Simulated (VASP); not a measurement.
Input:

```
CELL_PARAMETERS angstrom
      0.00000     2.83500     2.83500
      2.83500     0.00000     2.83500
      2.83500     2.83500     0.00000
ATOMIC_POSITIONS crystal
  Zn 0.00000 0.00000 0.00000
  Se 0.25000 0.25000 0.25000
```

All values below come from PBE GGA, VASP's PBE PAW potentials (set 64) (plane waves; VASP 6.6.1). Numerical set-up: 300 eV cut-off, 10×10×10 Γ-centred mesh, Fermi-Dirac smearing of 0.010 eV, potentials Zn Se.

### Question
Give the energies of bands 2 to 12 at the high-symmetry points, in eV from the valence-band maximum.

### Answer

```csv
band,Γ,X,U,L,W
2,-6.52,-6.49,-6.43,-6.43,-6.41
3,-6.52,-6.27,-6.31,-6.43,-6.31
4,-6.52,-6.27,-6.23,-6.13,-6.18
5,-6.15,-6.10,-6.13,-6.13,-6.18
6,-6.15,-5.97,-5.89,-5.99,-5.85
7,0.00,-4.75,-4.71,-5.22,-4.68
8,0.00,-2.18,-3.08,-0.87,-2.76
9,0.00,-2.18,-1.79,-0.87,-2.66
10,1.28,2.98,3.58,2.54,5.48
11,5.80,3.46,5.59,6.38,5.54
12,5.80,10.73,9.04,6.38,6.96
```

The gap is direct, 1.28 eV, from the valence maximum at Γ to the conduction minimum at Γ.

The structure is a typed ZnSe crystal (F-43m). The cell was not relaxed at this level.
